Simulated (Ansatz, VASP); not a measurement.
# InAs: VASP beside Ansatz, part 2 of 2

Aim: how closely do two programs agree when they are given the same cell, functional and k mesh? The cell is taken from a series of runs on this material, whose earlier steps may have relaxed, scaled, displaced or heated it; both programs get it as it stands.

VASP 6.6.1 and Ansatz 0.2.0.

So far. Step 2 (Ansatz: single point, HSE06): The run ends at a pressure of 3.35 GPa.

**3. VASP: single point, HSE06**

Level of this step: HSE06; plane waves and PAW (In_d, As) (VASP).

The same cell, functional, mesh and smearing now go to VASP, with its own data sets.

Lines of VASP's logs that name or quote its potential files are left out, and so is its time.

The run reads the wave functions of an earlier VASP run, which isn't shown here.

Contents of INCAR:

```
SYSTEM = InAs
PREC = Accurate
ENCUT = 400
EDIFF = 1E-06
NELM = 100
ISMEAR = -1
SIGMA = 0.02
LREAL = .FALSE.
ALGO = Normal
LHFCALC = .TRUE.
AEXX = 0.25
GGA = PE
HFSCREEN = 0.208
LASPH = .TRUE.
NBANDS = 15
PRECFOCK = Fast
LORBIT = 11
LWAVE = .FALSE.
LCHARG = .FALSE.
KPAR = 8
ISIF = 2
```

Contents of POSCAR:

```
InAs
1.0
    0.0000000000      3.0029432451      3.0029432451
    3.0029432451      0.0000000000      3.0029432451
    3.0029432451      3.0029432451      0.0000000000
In As
1 1
Direct
    0.0000000000      0.0000000000      0.0000000000
    0.7500000000      0.7500000000      0.7500000000
```

Contents of KPOINTS:

```
Automatic mesh
0
Gamma
5 5 5
0 0 0
```

Potentials, in the order of the species: In_d and As (PBE family, release 64).

Run with:

```bash
$ mpirun -np 8 vasp_std
```

Numbers of over 12 decimals in the logs are rounded to 6 here.

The log of the run:

```text
[banner, memory and clock lines left out]
running    8 mpi-ranks, on    1 nodes
 distrk:  each k-point on    1 cores,    8 groups
 distr:  one band on    1 cores,    1 groups

 POSCAR found type information on POSCAR InAs
 POSCAR found :  2 types and       2 ions
|                                                                             |
|           W    W    AA    RRRRR   N    N  II  N    N   GGGG   !!!           |
|           W    W   A  A   R    R  NN   N  II  NN   N  G    G  !!!           |
|           W    W  A    A  R    R  N N  N  II  N N  N  G       !!!           |
|           W WW W  AAAAAA  RRRRR   N  N N  II  N  N N  G  GGG   !            |
|           WW  WW  A    A  R   R   N   NN  II  N   NN  G    G                |
|           W    W  A    A  R    R  N    N  II  N    N   GGGG   !!!           |
|                                                                             |
|     For optimal performance we recommend to set                             |
|       NCORE = 2 up to number-of-cores-per-socket                            |
|     NCORE specifies how many cores store one orbital (NPAR=cpu/NCORE).      |
|     This setting can greatly improve the performance of VASP for DFT.       |
|     The default, NCORE=1 might be grossly inefficient on modern             |
|     multi-core architectures or massively parallel machines. Do your        |
|     Unfortunately you need to use the default for GW and RPA                |
|     calculations (for HF NCORE is supported but not extensively tested      |
|     yet).                                                                   |
|                                                                             |

 LDA part: xc-table for (Slater+PW92), standard interpolation
 found WAVECAR, reading the header
 POSCAR, INCAR and KPOINTS ok, starting setup
 FFT: planning ... GRIDC
 FFT: planning ... GRID_SOFT
 FFT: planning ... GRID
 reading WAVECAR
 the WAVECAR file was read successfully
 initial charge from wavefunction
 entering main loop
       N       E                     dE             d eps       ncg     rms          rms(c)
DAV:   1    -0.915715558669E+01   -0.91572E+01   -0.53772E-01   363   0.880E+00    0.370E+00
DAV:   2    -0.916627303149E+01   -0.91174E-02   -0.39433E-02   377   0.153E+00    0.385E+00
DAV:   3    -0.916540033699E+01    0.87269E-03   -0.11915E-03   406   0.479E-01    0.252E+00
DAV:   4    -0.916503049110E+01    0.36985E-03   -0.22905E-04   440   0.185E-01    0.159E+00
DAV:   5    -0.916492137509E+01    0.10912E-03   -0.66026E-05   357   0.869E-02    0.963E-01
DAV:   6    -0.916488778453E+01    0.33591E-04   -0.17133E-05   363   0.449E-02    0.582E-01
DAV:   7    -0.916487787122E+01    0.99133E-05   -0.39834E-06   349   0.226E-02    0.351E-01
DAV:   8    -0.916487509665E+01    0.27746E-05   -0.15511E-06   342   0.122E-02    0.211E-01
DAV:   9    -0.916487396256E+01    0.11341E-05   -0.52768E-07   220   0.665E-03    0.126E-01
DAV:  10    -0.916487417191E+01   -0.20935E-06   -0.29009E-07   213   0.472E-03
   1 F= -.91648742E+01 E0= -.91648742E+01  d E =-.955573E-09
```

Parts of OUTCAR (step 3):

```text
ion  position               nearest neighbor table
   1  0.000  0.000  0.000-   2 2.60   2 2.60   2 2.60   2 2.60
   2  0.750  0.750  0.750-   1 2.60   1 2.60   1 2.60   1 2.60

  LATTYP: Found a face centered cubic cell.
 ALAT       =     6.0058864902

 Subroutine GETGRP returns: Found 24 space group operations
 (whereof 24 operations were pure point group operations)

The static configuration has the point symmetry T_d .

 Found     10 irreducible k-points:

   k-points           NKPTS =     10   k-points in BZ     NKDIM =    125   number of bands    NBANDS=     15

   dimension x,y,z NGX =    28 NGY =   28 NGZ =   28
   dimension x,y,z NGXF=    56 NGYF=   56 NGZF=   56

   ENCUT  =  400.0 eV  29.40 Ry    5.42 a.u.   6.93  6.93  6.93*2*pi/ulx,y,z

   NELECT =      18.0000    total number of electrons

 k-points in reciprocal lattice and weights: Automatic mesh
   0.00000000  0.00000000  0.00000000       0.008
   0.20000000  0.00000000  0.00000000       0.064
   0.40000000  0.00000000  0.00000000       0.064
   0.20000000  0.20000000  0.00000000       0.048
   0.40000000  0.20000000  0.00000000       0.192
  -0.40000000  0.20000000  0.00000000       0.192
  -0.20000000  0.20000000  0.00000000       0.096
   0.40000000  0.40000000  0.00000000       0.048
  -0.40000000  0.40000000  0.00000000       0.096
  -0.40000000  0.40000000  0.20000000       0.192

  exchange ACFDT corr.  =         0.00000000  see jH, gK, PRB 81, 115126

 average (electrostatic) potential at core
       1 -90.2233       2 -45.6624

 E-fermi :   4.6563

 k-point     1 :       0.0000    0.0000    0.0000
  band No.  band energies     occupation
    ...
      5     -11.7171      2.00000
      6      -8.8610      2.00000
      7       4.3090      2.00000
      8       4.3090      2.00000
      9       4.3090      2.00000
     10       4.9829      0.00000
     11       8.9951      0.00000
     12       8.9951      0.00000
     13       8.9951      0.00000
     14      12.8578      0.00000
    ...

 k-point     2 :       0.2000    0.0000    0.0000
  band No.  band energies     occupation
    ...
      5     -11.7169      2.00000
      6      -8.4105      2.00000
      7       1.1845      2.00000
      8       3.8494      2.00000
      9       3.8494      2.00000
     10       6.3778      0.00000
     11       9.6158      0.00000
     12       9.6158      0.00000
     13       9.7887      0.00000
     14      13.7165      0.00000
    ...

 k-point     3 :       0.4000    0.0000    0.0000
  band No.  band energies     occupation
    ...
      5     -11.7111      2.00000
      6      -7.4171      2.00000
      7      -1.5864      2.00000
      8       3.2891      2.00000
      9       3.2891      2.00000
     10       6.0911      0.00000
     11       9.8190      0.00000
     12       9.8190      0.00000
     13      11.9278      0.00000
     14      13.7762      0.00000
    ...

  Total        1.0561174      1.0561174      1.0561174     -0.0000000      0.0000000      0.0000000
  in kB       31.2429050     31.2429050     31.2429050     -0.0000000      0.0000000      0.0000000
  external PRESSURE =      31.2429050 kB  Pullay stress =       0.0000000 kB

  energy-cutoff  :      400.00
  volume of cell :       54.16
      direct lattice vectors                 reciprocal lattice vectors
     0.000000000  3.002943245  3.002943245    -0.166503313  0.166503313  0.166503313
     3.002943245  0.000000000  3.002943245     0.166503313 -0.166503313  0.166503313
     3.002943245  3.002943245  0.000000000     0.166503313  0.166503313 -0.166503313

 POSITION                                       TOTAL-FORCE (eV/Angst)
 -----------------------------------------------------------------------------------
      0.00000      0.00000      0.00000         0.000000      0.000000      0.000000
      4.50441      4.50441      4.50441        -0.000000     -0.000000     -0.000000
 -----------------------------------------------------------------------------------
    total drift:                               -0.000017     -0.000019     -0.000014

  FREE ENERGIE OF THE ION-ELECTRON SYSTEM (eV)
  ---------------------------------------------------
  free  energy   TOTEN  =        -9.1648741719 eV

  energy  without entropy=       -9.1648741710  energy(sigma->0) =       -9.16487417

 total charge
# of ion       s       p       d       tot
------------------------------------------
    1        0.855   0.773   9.908  11.536
    2        1.221   1.642   0.023   2.887
--------------------------------------------------
tot          2.076   2.415   9.932  14.423

[... 3 further parts left out ...]
```

The run ends at a pressure of 3.12 GPa.

**4. Side by side**

Known differences besides the potentials themselves: exact exchange at q = 0 is treated differently, which shows on coarse meshes; VASP keeps PBE cores, Ansatz makes them for the functional; the data sets hold 28 valence electrons in Ansatz (on its PAW soft_1 files) and 18 in VASP; the cutoff is 600 eV in Ansatz and 400 eV in VASP; VASP takes a coarser grid for exact exchange (PRECFOCK = Fast). Total energies have different zeros and are not compared.

Compared:

```
              quantity  Ansatz   VASP  difference
        pressure (GPa)    3.35   3.12       +0.22
gap on the k mesh (eV)   0.673  0.674      -0.001
```

A gap on the mesh is an upper bound, since the band edges may lie between its points.

**5. Results**

```yaml
difference_in_gap_on_the_k_mesh_single_point_hse06: -0.0012 eV
```

**Reading.** The difference in gap on the k mesh is -0.0012 eV (single point, HSE06), within the 0.08 eV picked in this series as the mark of a large difference. The data sets hold unlike numbers of valence electrons (28 in Ansatz and 18 in VASP), so part of the differences comes from the potentials. Such differences can come from data sets, numerical settings and the points named under the comparisons, not from the functional's error against experiment.

[Lines on the potential files, build, host, timing and source positions are cut from VASP's logs without a mark.]

[Logs are printed without paths, hosts, clocks, repeated set-up lines and the standing remarks that a program may print on its own settings, such as how far it seeks lower states.]

[Hosts, paths, dates, database ids (printed as entryN), source tags and the programs' standing remarks are cut or masked in the printed files.]
